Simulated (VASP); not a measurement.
Output of a VASP run:

**OSZICAR**
```
       N       E                     dE             d eps       ncg     rms          rms(c)
DAV:   1     0.156903200665E+03    0.15690E+03   -0.90949E+03   560   0.130E+03
DAV:   2     0.972622783900E+01   -0.14718E+03   -0.14505E+03   584   0.319E+02
DAV:   3    -0.202775552133E+01   -0.11754E+02   -0.11695E+02   734   0.989E+01
DAV:   4    -0.236718328475E+01   -0.33943E+00   -0.33921E+00   638   0.215E+01
DAV:   5    -0.238013525681E+01   -0.12952E-01   -0.12952E-01   738   0.379E+00    0.250E+00
DAV:   6    -0.204611958779E+01    0.33402E+00   -0.10315E+00   632   0.657E+00    0.130E+00
DAV:   7    -0.204614557448E+01   -0.25987E-04   -0.12492E-01   656   0.195E+00    0.791E-01
DAV:   8    -0.204817884870E+01   -0.20333E-02   -0.11681E-02   578   0.106E+00    0.149E-01
DAV:   9    -0.204815618089E+01    0.22668E-04   -0.29541E-03   668   0.384E-01    0.642E-02
DAV:  10    -0.204824181622E+01   -0.85635E-04   -0.32252E-04   596   0.138E-01    0.271E-02
DAV:  11    -0.204826564277E+01   -0.23827E-04   -0.78483E-05   602   0.782E-02    0.977E-03
DAV:  12    -0.204826626211E+01   -0.61934E-06   -0.35027E-06   806   0.143E-02    0.674E-03
DAV:  13    -0.204826623389E+01    0.28220E-07   -0.62972E-07   584   0.923E-03
   1 F= -.20482662E+01 E0= -.20482662E+01  d E =-.227370E-14
```

**OUTCAR**
```
------------------------ aborting loop because EDIFF is reached ----------------------------------------
  FORCE on cell =-STRESS in cart. coord.  units (eV):
  Direction    XX          YY          ZZ          XY          YZ          ZX
  --------------------------------------------------------------------------------------
  Total       -0.8687287     -0.8687287     -0.8687287     -0.0000000      0.0000000      0.0000000
  in kB      -16.7711045    -16.7711045    -16.7711045     -0.0000000      0.0000000      0.0000000
  external PRESSURE =     -16.7711045 kB  Pullay stress =       0.0000000 kB
  volume of cell :       82.99
      direct lattice vectors                 reciprocal lattice vectors
     0.000000000  3.462058199  3.462058199    -0.144422760  0.144422760  0.144422760
     3.462058199  0.000000000  3.462058199     0.144422760 -0.144422760  0.144422760
     3.462058199  3.462058199  0.000000000     0.144422760  0.144422760 -0.144422760
  FREE ENERGIE OF THE ION-ELECTRON SYSTEM (eV)
  ---------------------------------------------------
  free  energy   TOTEN  =        -2.0482662339 eV

  energy  without entropy=       -2.0482662339  energy(sigma->0) =       -2.04826623
```
(Selected blocks of OUTCAR.)

File POSCAR:
```
PbTe
1
    0.0000000000     3.4620581990     3.4620581990
    3.4620581990     0.0000000000     3.4620581990
    3.4620581990     3.4620581990     0.0000000000
Te Pb
1 1
Direct
  0.5000000000   0.5000000000   0.5000000000
  0.0000000000   0.0000000000   0.0000000000
```

Question: Write an INCAR and KPOINTS that could have produced this output.

Answer: One answer among several that fit: the input of the run itself, vdW-DF2, plane waves, VASP's PBE PAW potentials (set 64).

**INCAR**
```
AGGAC = 0.0
ALGO = Normal
EDIFF = 1E-7
ENCUT = 520
GGA = ML
ISIF = 2
ISMEAR = 0
LASPH = T
LCHARG = F
LMAXMIX = 4
LREAL = F
LUSE_VDW = T
LWAVE = F
NELM = 100
PREC = Accurate
SIGMA = 0.05
SYSTEM = PbTe
ZAB_VDW = -1.8867
```

**KPOINTS**
```
Automatic mesh
0
Gamma
7 7 7
0 0 0
```

POTCAR, in this order: Te Pb_d (PBE.64 set). Program: vasp_std.

The compound is PbTe in the rock salt structure. This cell is one point of a volume scan, at 1.06 of the reference volume.
